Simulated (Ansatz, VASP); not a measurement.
**Ge3PbN: VASP beside Ansatz**

```
Ge Pb N
1.0
     5.42602    0.00000    0.00000
     0.00000    5.42602    0.00000
     0.00000    0.00000    5.42602
Ge Pb N
3 1 1
Direct
  0.00000 0.50000 0.50000
  0.50000 0.00000 0.50000
  0.50000 0.50000 0.00000
  0.50000 0.50000 0.50000
  0.00000 0.00000 0.00000
```

The cell comes from a database or a generator and needn't be the stable form of this composition.

Alike in both runs: task relaxation of cell and atoms; functional PBE; k mesh 8 × 8 × 8; occupations gaussian, width 0.1 eV; no spin polarisation.

```csv
,VASP,Ansatz
version,VASP 6.6.1,Ansatz 0.2.0
potentials or method,"VASP PAW PBE potentials, release 64 (Ge_d, Pb_d, N)","scalar-relativistic, plane waves, PAW"
plane-wave cutoff (eV),600,420
valence electrons in the cell,61,61
```

|  | VASP | Ansatz | Ansatz less VASP |
| --- | --- | --- | --- |
| gap on the k mesh at the Fermi level, each at its own relaxed structure (eV) | none | none | - |
| relaxed volume (Å³/atom) | 31.63 | 31.70 | +0.065 |
| relaxed cell length with the largest relative difference (Å) | 5.408 | 5.412 | +0.0037 |

A gap of «none» marks a metal or a gap that the smearing closes.

Spin-orbit coupling is left out, which matters for the levels of Pb.
